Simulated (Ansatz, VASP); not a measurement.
# HfGe: VASP beside Ansatz

File INCAR:

```
SYSTEM = HfGe
ALGO = Normal
EDIFF = 1E-6
ENCUT = 520
GGA = PE
ISIF = 2
ISMEAR = -1
LASPH = .TRUE.
LCHARG = .FALSE.
LREAL = .FALSE.
LWAVE = .FALSE.
NBANDS = 19
NELM = 60
PREC = Accurate
SIGMA = 0.05
```

Contents of KPOINTS:

```
k-points
0
G
  8 8 7
  0 0 0
```

File POSCAR:

```
HfGe
1.0
    3.2620348851      0.0000000000      0.0000000000
    0.0000000000      3.2620348851      0.0000000000
    0.0000000000      0.0000000000      4.1624921592
Hf Ge
1 1
Direct
    0.5000000000      0.5000000000      0.0000000000
    0.0000000000      0.0000000000      0.0000000000
```

Contents of input.yaml:

```yaml
crystal:
  lattice:
    - [3.2620348851, 0.0, 0.0]
    - [0.0, 3.2620348851, 0.0]
    - [0.0, 0.0, 4.1624921592]
  atoms:
    - { symbol: Hf, position: [0.5, 0.5, 0.0] }
    - { symbol: Ge, position: [0.0, 0.0, 0.0] }
kpoints:
  mp_grid: { grid: [8, 8, 7] }
scf:
  occupations: { method: fermi_dirac, width: 0.05 }
hamiltonian:
  xc: pbe
  pseudopotentials: { kind: all_electron, lapw: { basis_error: 0.0005 } }
output:
  forces: true
  stress: true
  eigenvalues: true
```

Change from the starting cell: volume scaled by 1.04.

Alike in both runs: task single point; functional PBE; k mesh 8 × 8 × 7; occupations fermi-dirac, width 0.05 eV; no spin polarisation.

|  | VASP | Ansatz |
| --- | --- | --- |
| version | VASP 6.6.1 | Ansatz 0.2.0 |
| potentials or method | VASP PAW PBE potentials, release 64 (Hf_pv, Ge_d) | all-electron LAPW, scalar-relativistic |
| plane-wave cutoff (eV) | 520 | see its input |

|  | VASP | Ansatz | Ansatz less VASP |
| --- | --- | --- | --- |
| gap on the k mesh at the Fermi level (eV) | none | none | - |
| pressure (GPa) | 51.9 | 51.9 | 0.00 |
| largest component of the traceless stress (GPa) | 53.48 | 53.48 | -0.003 |

A gap of «none» marks a metal or a gap that the smearing closes. Ansatz ran all-electron here, so the differences hold the error of VASP's frozen core and of both bases.

Caveats: so large a pressure means that the cell lies far from this level's equilibrium, or that cutoff or potentials fall short (VASP). Spin-orbit coupling is left out, which matters for the levels of Hf.
